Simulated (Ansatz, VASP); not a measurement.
# AlGaAsN: VASP beside Ansatz

One calculation is typed for both programs; each brings its own data sets and cutoff. How far apart do they land? The cell is invented: As first built, before any earlier steps moved the atoms (in the runner's words): it takes the AlGaN2 structure with some of its atoms replaced by other elements, volume scaled by an estimate. It may not be a known or stable phase. The cell is taken from a series of VASP runs on this material, whose earlier steps may have relaxed, scaled or displaced it; both programs get it as it stands.

Program: Ansatz 0.2.0. Level of theory: plane waves, with VASP 6.6.1 beside it; relaxation of cell and atoms at revPBE. Results are calculated unless marked as measured.

### 1. The starting structure

The structure is trigonal, space group P3m1 (No. 156). Conventional cell: a = 3.577 Å, b = 3.577 Å, c = 6.064 Å, α = 90.00°, β = 90.00°, γ = 120.00°. As has 3 Ga at 2.36 Å and 1 Al at 2.51 Å nearest. Nearest to Ga lie 1 N at 2.00 Å and 3 As at 2.36 Å. Al has 3 N at 2.11 Å and 1 As at 2.51 Å nearest. Nearest to N lie 1 Ga at 2.00 Å and 3 Al at 2.11 Å. As first built, before any earlier steps moved the atoms (in the runner's words): sites of the AlGaN2 structure (space group 156) filled with other elements, volume scaled by an estimate. Farther neighbours and most contacts between anions are not listed.

### 2. Ansatz: relaxation of cell and atoms, revPBE

Ansatz runs on its default PAW (the set named soft_2) files.

The relaxed volume is the usual yardstick between codes: its relative difference is about their pressure difference at one cell divided by the bulk modulus.

input.yaml reads:

```yaml
crystal:
  lattice:
    - [3.5765096863, 0.0, 0.0]
    - [-1.7882548431, 3.0973479834, 0.0]
    - [0.0, 0.0, 6.064357371]
  atoms:
    - { symbol: As, position: [0.0, 0.0, 0.6316196571] }
    - { symbol: Ga, position: [0.66666667, 0.33333333, 0.4445550601] }
    - { symbol: Al, position: [0.0, 0.0, 0.0458366392] }
    - { symbol: "N", position: [0.66666667, 0.33333333, 0.1143886537] }
hamiltonian:
  xc: revpbe
  pseudopotentials: { kind: paw }
kpoints:
  mp_grid: { grid: [6, 6, 3] }
scf:
  occupations: { method: gaussian, width: 0.05 }
relax:
  f_tol: 0.01
  max_steps: 60
  cell: { stress_tol: 0.05 }
output:
  forces: true
  stress: true
```

Started as:

```bash
> ansatz run input.yaml --threads 4 --pin off --max-ram 9216MiB --backend cpu --events-out ev --progress --plain --runs-dir out
```

Numbers of over 12 decimals in the logs are rounded to 6 here.

Output:

```text
Engine: ansatz 0.2.0, aarch64-unknown-linux-gnu
Pseudopotentials: kind: paw
Pseudopotential: As, paw, valence charge 15, recommended cutoff 420 eV (normal), As.paw.azcp
Pseudopotential: Ga, paw, valence charge 13, recommended cutoff 420 eV (normal), Ga.paw.azcp
Pseudopotential: Al, paw, valence charge 3, recommended cutoff 420 eV (normal), Al.paw.azcp
Pseudopotential: N, paw, valence charge 5, recommended cutoff 420 eV (normal), N.paw.azcp
Functional definition: revPBE
  parameter kappa = 1.245
  parameter beta = 0.066725
  exchange = pbe_x(kappa = kappa, mu = beta*pi^2/3)
  correlation = pbe_c(beta = beta)
Crystal: 4 atoms, lattice volume = 67.179 Å³
Basis set: ecut = 420 eV, 1287 PW (Γ), exchange–correlation on 48×48×90 points (8 copies of the dense FFT grid, shifted against one another)
Bands: 22, of which v1, the nominal top of the filled ones, is band 18 counted from 1 (17 counted from 0)
Symmetry: 6 space group operations
Space group: P3m1 (ITA 156), of the structure as read, at distance tolerance 4.1e-5 Å
k-points: 17 of 108 (time reversal used)
Non-local potential: As, projectors of the file, l = 0: 2, l = 1: 2, l = 2: 3, l = 3: 1
Non-local potential: Ga, projectors of the file, l = 0: 2, l = 1: 2, l = 2: 3, l = 3: 1
Non-local potential: Al, projectors of the file, l = 0: 2, l = 1: 2, l = 2: 1
Non-local potential: N, projectors of the file, l = 0: 2, l = 1: 2, l = 2: 1
PAW form: soft (Blöchl's): semilocal exchange-correlation on the pseudo side does not see the compensation charge
PAW frozen core: As, regenerated for the run's functional, and the local potential with it (the file was generated under x = pbe(κ = 0.804, μ = 0.219515), c = pbe(β = 0.066725))
PAW frozen core: Ga, regenerated for the run's functional, and the local potential with it (the file was generated under x = pbe(κ = 0.804, μ = 0.219515), c = pbe(β = 0.066725))
PAW frozen core: Al, regenerated for the run's functional, and the local potential with it (the file was generated under x = pbe(κ = 0.804, μ = 0.219515), c = pbe(β = 0.066725))
PAW frozen core: N, regenerated for the run's functional, and the local potential with it (the file was generated under x = pbe(κ = 0.804, μ = 0.219515), c = pbe(β = 0.066725))
PAW one-centre angular grid: As, 590 points (default); XC on 64 Gauss nodes
PAW one-centre angular grid: Ga, 590 points (default); XC on 64 Gauss nodes
PAW one-centre angular grid: Al, 110 points (default); XC on 64 Gauss nodes
PAW one-centre angular grid: N, 110 points (default); XC on 64 Gauss nodes
Initial density: superposition of atomic densities (neutral atoms: chi_scale 0, normalization atom), corrected by the library's trained network
Initial wavefunctions: pseudopotential atomic-orbital guess
Functional: x = revpbe(κ = 1.245, μ = 0.219515), c = pbe(β = 0.066725)
SCF iter   1: F=—  HF=-9573.210199 eV  |F-HF|=—  |Δ(HF+E_count)|=         —  Δρ=2.79e-3  dr2=5.01e-3  ethr=1.77e-3  ⟨swp⟩=5.9  Hψ=1857  notcnv=0
preconditioner: auto → Resta (q_TF=auto, 2.459 Å⁻¹)  ε∞=4.1  [insulator: Δε(μ)=0.173 eV  Ē_g=13.027 eV  σ=0.050 eV  W_gap=0.83  n_scr=22 (ndim 8)  ℏωp=23.1 eV  f_vac=0.002  D(μ)=0.79/eV (n_scr^D=2)  ε∞_Penn≈4.1]
SCF iter   2: F=—  HF=-9573.209844 eV  |F-HF|=—  |Δ(HF+E_count)|=   3.55e-4  Δρ=1.33e-3  dr2=1.29e-3  ethr=1.39e-5  ⟨swp⟩=2.2  Hψ=752  notcnv=0
SCF iter   3: F=—  HF=-9573.210167 eV  |F-HF|=—  |Δ(HF+E_count)|=   3.23e-4  Δρ=7.46e-4  dr2=4.02e-4  ethr=3.57e-6  ⟨swp⟩=2.0  Hψ=543  notcnv=0
SCF iter   4: F=—  HF=-9573.210430 eV  |F-HF|=—  |Δ(HF+E_count)|=   2.63e-4  Δρ=1.73e-4  dr2=2.59e-5  ethr=1.12e-6  ⟨swp⟩=2.1  Hψ=512  notcnv=0
SCF iter   5: F=—  HF=-9573.210469 eV  |F-HF|=—  |Δ(HF+E_count)|=   3.95e-5  Δρ=6.10e-5  dr2=3.54e-6  ethr=7.21e-8  ⟨swp⟩=2.0  Hψ=678  notcnv=0
SCF iter   6: F=—  HF=-9573.210469 eV  |F-HF|=—  |Δ(HF+E_count)|=   3.65e-7  Δρ=2.30e-5  dr2=3.93e-7  ethr=9.83e-9  ⟨swp⟩=2.0  Hψ=676  notcnv=0
SCF iter   7: F=-9573.210469 eV  HF=-9573.210469 eV  |F-HF|=4.85e-8  |Δ(HF+E_count)|=   4.41e-7  Δρ=1.03e-5  dr2=8.94e-8  ethr=2.78e-10  ⟨swp⟩=4.3  Hψ=1357  notcnv=0
SCF 1 converged in 7 iterations: F = -9573.210469 eV  dr2 = 8.94e-8
  greatest PAW one-centre occupation: 0.999 electrons in one spin orbital (limit 2), on the As atom at site 0 (counted from 0), in its partial waves of l = 2
relax step   1: F+E_penalty+E_count = -9573.21046910 eV  Δ(F+E_penalty+E_count) = +0.000e0 eV  max|allowed force component| = 1.156e-1 eV/Å  Δτ_max = 0.0000 Å  P = +0.411 GPa  Ω = 67.179 Å³  (7 SCF iters, dr2 threshold 1.00e-7 eV, accepted)
[...]
relax step   2: F+E_penalty+E_count = -9573.21192122 eV  Δ(F+E_penalty+E_count) = -1.452e-3 eV  max|allowed force component| = 2.756e-2 eV/Å  Δτ_max = 0.0071 Å  P = +0.014 GPa  Ω = 67.401 Å³  energy of the carried Pulay correction = -2.215e-4 eV  (5 SCF iters, dr2 threshold 4.00e-7 eV, accepted)
[...]
relax step   3: F+E_penalty+E_count = -9573.21196743 eV  Δ(F+E_penalty+E_count) = -4.622e-5 eV  max|allowed force component| = 1.169e-2 eV/Å  Δτ_max = 0.0018 Å  P = -0.002 GPa  Ω = 67.399 Å³  energy of the carried Pulay correction = -2.199e-4 eV  (5 SCF iters, dr2 threshold 4.75e-8 eV, accepted)
[...]
relax step   4: F+E_penalty+E_count = -9573.21197445 eV  Δ(F+E_penalty+E_count) = -7.019e-6 eV  max|allowed force component| = 4.049e-3 eV/Å  Δτ_max = 0.0004 Å  P = -0.005 GPa  Ω = 67.399 Å³  energy of the carried Pulay correction = -2.202e-4 eV  (4 SCF iters, dr2 threshold 8.54e-9 eV, accepted)
[...]
relax step   5: F+E_penalty+E_count = -9573.21227085 eV  Δ(F+E_penalty+E_count) = -2.964e-4 eV  max|allowed force component| = 4.039e-3 eV/Å  Δτ_max = 0.0000 Å  P = -0.000 GPa  Ω = 67.399 Å³  stress off target by 3.50e-2 GPa  SCF on the basis re-selected at this cell (its energy is not comparable with the rows above)  (5 SCF iters)
basis re-selected at this cell: Δ(F+E_penalty+E_count) = -2.964e-4 eV, ΔP = +0.005 GPa vs the last step (what re-selecting the basis moved, of the pressure what is left beyond the Pulay correction that the steps carried, after the strain that the cell walked since its last selection, with what the two solves' SCF thresholds leave and, on support functions, any second-order correction that the steps lacked; it is no m [...]
SCF converged after 5 iterations
Free energy (F): -9573.212271 eV
Harris-Foulkes:  -9573.212271 eV  (|F-HF|=3.82e-11)
Internal energy: -9573.211289 eV  (E = F + TS)
E sigma→0 (E₀):  -9573.211780 eV
Entropy (-TS):   -0.000982 eV (-0.245 meV/atom)
Fermi energy:    9.219368 eV
--- Per-component energies (eV) ---
  E_band       = -282.400805
  E_kinetic    = 370.805770
  E_local      = -4810.279403  (includes V_loc(G=0)·N_el)
  E_nonlocal   = -192.770273
  E_hartree    = 2395.573452
  E_xc         = -248.588346
  E_vxc        = -242.705590  (∫ρ·V_xc dr)
  E_paw        = -4428.686252  (= ΣΔE_a)
  E_vpaw       = -198.598414  (= ΣTr[D̂ρ^β])
  E_aug_tail   = 0.000005  (compensation charges beyond the density's cutoff)
  E_ewald      = -2658.980347
  E_core_change = -0.285895  (= ΣΔE_core)
  E_smearing   = -0.000982  (= −TS)
  E_closure    = 0.000000  (closes the sum)
  Σ components = -9573.212271   (vs F -9573.212271, Δ=0.00e0)
--- Forces (eV/Å), atoms counted from 1 ---
  atom   1  As    -0.00000000    -0.00000000    -0.00291541
  atom   2  Ga     0.00000000     0.00000000     0.00403930
  atom   3  Al    -0.00000000    -0.00000000     0.00151210
  atom   4  N     -0.00000000    -0.00000000    -0.00263674
  max |Σ_I F_I| component: 7.45e-7 eV/Å
--- Stress (GPa, compression-positive) ---
       -0.017776      -0.000000       0.000000
        0.000000      -0.017776      -0.000000
        0.000000      -0.000000       0.035033
  P = ⅓ Tr σ = -0.0002 GPa (-0.002 kbar)
--- Relaxed structure (4 steps of the walk, 4 accepted, 1 SCFs on fresh bases) ---
  F+E_penalty+E_count = -9573.21227085 eV   max|allowed force component| = 4.039e-3 eV/Å   (the final SCF, on the basis selected at the relaxed cell)
  cell:  # Å, volume = 67.3995 Å³
    - [3.572785, -2.883750809149198e-11, 0]
    - [-1.786392, 3.094122, 0]
    - [0, 0, 6.096942]
  atoms:
    - { symbol: As, position: [1.8503717008154225e-17, -1.8503717008154225e-17, 0.631805] }
    - { symbol: Ga, position: [0.666667, 0.333333, 0.443352] }
    - { symbol: Al, position: [1.8503717008154225e-17, -1.8503717008154225e-17, 0.046468] }
    - { symbol: N, position: [0.666667, 0.333333, 0.114775] }
```

Wall time 6.3 s (4 threads of Arm Neoverse N1, shared host); peak memory 0.41 GiB; 22 s of CPU time.

### 3. VASP: relaxation of cell and atoms, revPBE

The same cell, functional, mesh and smearing now go to VASP, with its own data sets and cutoff.

Lines of VASP's logs that name or quote its potential files are left out, and so is its time.

INCAR reads:

```
SYSTEM = AlGaAsN
PREC = Accurate
ENCUT = 520
EDIFF = 1E-06
NELM = 100
ISMEAR = 0
SIGMA = 0.05
LREAL = .FALSE.
ALGO = Normal
GGA = RE
NBANDS = 19
LORBIT = 11
LWAVE = .FALSE.
LCHARG = .FALSE.
KPAR = 2
IBRION = 2
NSW = 60
ISIF = 3
EDIFFG = -0.01
```

POSCAR reads:

```
AlGaAsN
1.0
    3.5765096863      0.0000000000      0.0000000000
   -1.7882548431      3.0973479834      0.0000000000
    0.0000000000      0.0000000000      6.0643573710
As Ga Al N
1 1 1 1
Direct
    0.0000000000      0.0000000000      0.6316196571
    0.6666666700      0.3333333300      0.4445550601
    0.0000000000      0.0000000000      0.0458366392
    0.6666666700      0.3333333300      0.1143886537
```

KPOINTS reads:

```
Automatic mesh
0
Gamma
6 6 3
0 0 0
```

PAW data sets: As, Ga_d, Al and N (PBE family, release 64).

Started as:

```bash
> mpirun -np 2 vasp_std
```

Output:

```text
[banner, memory and clock lines left out]
running    2 mpi-ranks, on    1 nodes
 distrk:  each k-point on    1 cores,    2 groups
 distr:  one band on    1 cores,    1 groups

 POSCAR found type information on POSCAR AsGaAlN
 POSCAR found :  4 types and       4 ions
|                                                                             |
|               ----> ADVICE to this user running VASP <----                  |
|                                                                             |
|     You enforced a specific xc type in the INCAR file but a different       |
|     [... a line on the potential file left out ...]
|     I HOPE YOU KNOW WHAT YOU ARE DOING!                                     |
|                                                                             |

 LDA part: xc-table for (Slater+PW92), standard interpolation
 POSCAR, INCAR and KPOINTS ok, starting setup
 FFT: planning ... GRIDC
 FFT: planning ... GRID_SOFT
 FFT: planning ... GRID
 WAVECAR not read
 entering main loop
       N       E                     dE             d eps       ncg     rms          rms(c)
DAV:   1     0.171460162329E+03    0.17146E+03   -0.12183E+04   652   0.174E+03
DAV:   2     0.120897753569E+00   -0.17134E+03   -0.16469E+03   733   0.388E+02
DAV:   3    -0.211705996022E+02   -0.21291E+02   -0.20876E+02   796   0.109E+02
DAV:   4    -0.219422930438E+02   -0.77169E+00   -0.76876E+00   825   0.211E+01
DAV:   5    -0.219580522203E+02   -0.15759E-01   -0.15752E-01   767   0.304E+00    0.857E+00
DAV:   6    -0.198275236495E+02    0.21305E+01   -0.12923E+01   863   0.279E+01    0.405E+00
DAV:   7    -0.197241677087E+02    0.10336E+00   -0.12182E+00   716   0.959E+00    0.248E+00
DAV:   8    -0.197251364313E+02   -0.96872E-03   -0.26931E-01   775   0.351E+00    0.829E-01
DAV:   9    -0.197235001581E+02    0.16363E-02   -0.28769E-02   896   0.162E+00    0.307E-01
DAV:  10    -0.197248668090E+02   -0.13667E-02   -0.47907E-03   735   0.448E-01    0.958E-02
DAV:  11    -0.197251612448E+02   -0.29444E-03   -0.52414E-04   821   0.166E-01    0.486E-02
DAV:  12    -0.197251608476E+02    0.39713E-06   -0.15078E-04   781   0.853E-02    0.935E-03
DAV:  13    -0.197251676140E+02   -0.67664E-05   -0.18270E-05   757   0.347E-02    0.595E-03
DAV:  14    -0.197251683135E+02   -0.69951E-06   -0.14287E-06   710   0.914E-03
   1 F= -.19725168E+02 E0= -.19724678E+02  d E =-.197252E+02
[...]
2 F= -.19726856E+02 E0= -.19726365E+02  d E =-.168736E-02
[...]
3 F= -.19726901E+02 E0= -.19726410E+02  d E =-.173235E-02
 curvature:  -0.43 expect dE=-0.242E-03 dE for cont linesearch -0.567E-06
 trial: gam= 0.11995 g(F)=  0.127E-03 g(S)=  0.432E-03 ort = 0.729E-04 (trialstep = 0.972E+00)
 search vector abs. value=  0.635E-03
 bond charge predicted
       N       E                     dE             d eps       ncg     rms          rms(c)
DAV:   1    -0.197285576513E+02   -0.16568E-02   -0.53383E-02   903   0.275E+00    0.227E-01
DAV:   2    -0.197275342385E+02    0.10234E-02   -0.36224E-03   920   0.100E+00    0.109E-01
DAV:   3    -0.197272544181E+02    0.27982E-03   -0.45473E-04   920   0.381E-01    0.411E-02
DAV:   4    -0.197272135221E+02    0.40896E-04   -0.13843E-04   860   0.101E-01    0.934E-03
DAV:   5    -0.197272115756E+02    0.19466E-05   -0.21068E-05   874   0.464E-02    0.393E-03
DAV:   6    -0.197272114558E+02    0.11976E-06   -0.10589E-06   412   0.144E-02
   4 F= -.19727211E+02 E0= -.19726721E+02  d E =-.310792E-03
 trial-energy change:   -0.000311  1 .order   -0.000291   -0.000552   -0.000029
 step:   1.0158(harm=  1.0263)  dis= 0.00149  next Energy=   -19.727212 (dE=-0.311E-03)
 reached required accuracy - stopping structural energy minimisation
```

(Part 1 of 2 ends here.)

[Lines on the potential files, build, host, timing and source positions are cut from VASP's logs without a mark.]

[Logs are printed without paths, hosts, clocks, repeated set-up lines and the standing remarks that a program may print on its own settings, such as how far it seeks lower states.]

[Hosts, paths, dates, database ids (printed as entryN), source tags and the programs' standing remarks are cut or masked in the printed files.]
